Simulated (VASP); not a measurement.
Output of a VASP run:

**OSZICAR**
```
       N       E                     dE             d eps       ncg     rms          rms(c)
DAV:   1     0.489534709093E+03    0.48953E+03   -0.24977E+04  1214   0.252E+03
DAV:   2     0.167914041699E+02   -0.47274E+03   -0.45637E+03  1290   0.598E+02
DAV:   3    -0.611742274491E+02   -0.77966E+02   -0.76260E+02  1271   0.182E+02
DAV:   4    -0.656982573047E+02   -0.45240E+01   -0.45059E+01  1633   0.484E+01
DAV:   5    -0.657735363186E+02   -0.75279E-01   -0.75097E-01  1349   0.613E+00    0.156E+01
DAV:   6    -0.574018344892E+02    0.83717E+01   -0.33168E+01  1930   0.676E+01    0.511E+00
DAV:   7    -0.575417679037E+02   -0.13993E+00   -0.33397E+00  1263   0.126E+01    0.384E+00
DAV:   8    -0.574854550671E+02    0.56313E-01   -0.54995E-01  1700   0.980E+00    0.996E-01
DAV:   9    -0.574545060075E+02    0.30949E-01   -0.15792E-01  1960   0.625E+00    0.425E-01
DAV:  10    -0.574546298016E+02   -0.12379E-03   -0.11271E-02  1334   0.762E-01    0.176E-01
DAV:  11    -0.574546750121E+02   -0.45210E-04   -0.14800E-03  1938   0.503E-01    0.197E-02
DAV:  12    -0.574546927068E+02   -0.17695E-04   -0.36629E-04  1333   0.159E-01    0.187E-02
DAV:  13    -0.574546925903E+02    0.11647E-06   -0.34450E-05  1906   0.592E-02    0.712E-03
DAV:  14    -0.574546922940E+02    0.29626E-06   -0.79049E-06  1333   0.226E-02
   1 F= -.57454692E+02 E0= -.57454692E+02  d E =-.574547E+02
       N       E                     dE             d eps       ncg     rms          rms(c)
DAV:   1    -0.574683160151E+02   -0.13623E-01   -0.25323E-01  1641   0.964E+00    0.729E-01
DAV:   2    -0.574576632189E+02    0.10653E-01   -0.33093E-02  1656   0.402E+00    0.324E-01
DAV:   3    -0.574551388938E+02    0.25243E-02   -0.47189E-03  1800   0.168E+00    0.921E-02
DAV:   4    -0.574548657368E+02    0.27316E-03   -0.19116E-03  1585   0.317E-01    0.650E-02
DAV:   5    -0.574548558114E+02    0.99255E-05   -0.13091E-04  1278   0.882E-02    0.503E-02
DAV:   6    -0.574548525492E+02    0.32621E-05   -0.79817E-06  1656   0.192E-02    0.361E-02
DAV:   7    -0.574548496679E+02    0.28813E-05   -0.43215E-06  1286   0.210E-02    0.324E-03
DAV:   8    -0.574548493173E+02    0.35066E-06   -0.10285E-06   768   0.929E-03
   2 F= -.57454849E+02 E0= -.57454849E+02  d E =-.157023E-03
       N       E                     dE             d eps       ncg     rms          rms(c)
DAV:   1    -0.574584292686E+02   -0.35796E-02   -0.57601E-02  1641   0.456E+00    0.349E-01
DAV:   2    -0.574559964460E+02    0.24328E-02   -0.76164E-03  1656   0.191E+00    0.154E-01
DAV:   3    -0.574554279795E+02    0.56847E-03   -0.10618E-03  1808   0.782E-01    0.443E-02
DAV:   4    -0.574553637463E+02    0.64233E-04   -0.41034E-04  1634   0.151E-01    0.286E-02
DAV:   5    -0.574553613040E+02    0.24423E-05   -0.32204E-05  1264   0.434E-02    0.217E-02
DAV:   6    -0.574553605333E+02    0.77069E-06   -0.12718E-06   783   0.924E-03
   3 F= -.57455361E+02 E0= -.57455361E+02  d E =-.668239E-03
```

**OUTCAR**
```
------------------------ aborting loop because EDIFF is reached ----------------------------------------
  FORCE on cell =-STRESS in cart. coord.  units (eV):
  Direction    XX          YY          ZZ          XY          YZ          ZX
  --------------------------------------------------------------------------------------
  Total        0.0966558      0.0966558     -0.0962178      0.0000000      0.0000000      0.0000000
  in kB        1.7730148      1.7730148     -1.7649808      0.0000000      0.0000000      0.0000000
  external PRESSURE =       0.5936830 kB  Pullay stress =       0.0000000 kB
  volume of cell :       87.34
      direct lattice vectors                 reciprocal lattice vectors
     4.439351446  0.000000000  0.000000000     0.225258129  0.000000000  0.000000000
     0.000000000  4.439351446  0.000000000     0.000000000  0.225258129  0.000000000
     0.000000000 -0.000000000  4.431870359     0.000000000 -0.000000000  0.225638369
 POSITION                                       TOTAL-FORCE (eV/Angst)
 -----------------------------------------------------------------------------------
      0.00000      0.00000      0.00000         0.000000     -0.000000      0.000000
      2.21968      2.21968      0.00000         0.000000     -0.000000      0.000000
      1.10984      1.10984      1.15279         0.000000     -0.000000      0.011072
      3.32951      3.32951      1.15279        -0.000000     -0.000000      0.011072
      3.32951      1.10984      3.27908        -0.000000      0.000000     -0.011072
      1.10984      3.32951      3.27908        -0.000000      0.000000     -0.011072
      2.21968     -0.00000      2.21594        -0.000000     -0.000000      0.000000
      0.00000      2.21968      2.21594        -0.000000     -0.000000      0.000000
 -----------------------------------------------------------------------------------
    total drift:                                0.000000      0.000000      0.000000
  FREE ENERGIE OF THE ION-ELECTRON SYSTEM (eV)
  ---------------------------------------------------
  free  energy   TOTEN  =       -57.4553605333 eV

  energy  without entropy=      -57.4553605333  energy(sigma->0) =      -57.45536053

 reached required accuracy - stopping structural energy minimisation
```
(Selected blocks of OUTCAR.)

File POSCAR:
```
Al2Ga2N4
1
    4.4331818940     0.0000000000    -0.0000000000
    0.0000000000     4.4331818940    -0.0000000000
    0.0000000000     0.0000000000     4.4291715979
Ga N Al
2 4 2
Direct
  0.0000000000   0.0000000000   0.0000000000
  0.5000000000   0.5000000000   0.0000000000
  0.2500000000   0.2500000000   0.2599825515
  0.7500000000   0.7500000000   0.2599825515
  0.7500000000   0.2500000000   0.7400174485
  0.2500000000   0.7500000000   0.7400174485
  0.5000000000   0.0000000000   0.5000000000
  0.0000000000   0.5000000000   0.5000000000
```

Q: Write an INCAR and KPOINTS that could have produced this output.

A: One answer among several that fit: the input of the run itself, PBEsol GGA, plane waves, VASP's PBE PAW potentials (set 64).

File KPOINTS:
```
kpoints
0
Gamma
5 5 5
0 0 0
```

### INCAR
```
LMAXMIX = 4
LASPH = .TRUE.   # aspherical one-centre terms
SIGMA = 0.05   # width (eV)
ENCUT = 520   # plane-wave cut-off (eV)
IBRION = 2   # conjugate gradients
NELM = 100   # most electronic steps
LCHARG = .FALSE.
ISMEAR = 0
PREC = Accurate
EDIFFG = -0.02   # ionic stop
NSW = 60   # most ionic steps
GGA = PS   # PBEsol
EDIFF = 1E-6   # SCF stop (eV)
ALGO = Normal   # blocked Davidson
LREAL = .FALSE.   # projection in real space or not
ISIF = 3   # ions, shape and volume
SYSTEM = Al2Ga2N4
LWAVE = .FALSE.
```

POTCAR, in this order: Ga_d N Al (PBE.64 set). Program: vasp_std.

The structure was generated: Al2Ga2N4 was put into an ordered model structure (P-4m2), which need not be its known phase. This run relaxes it. Symmetry was kept, so distortions that lower it aren't found. The start is the result of an earlier pass.
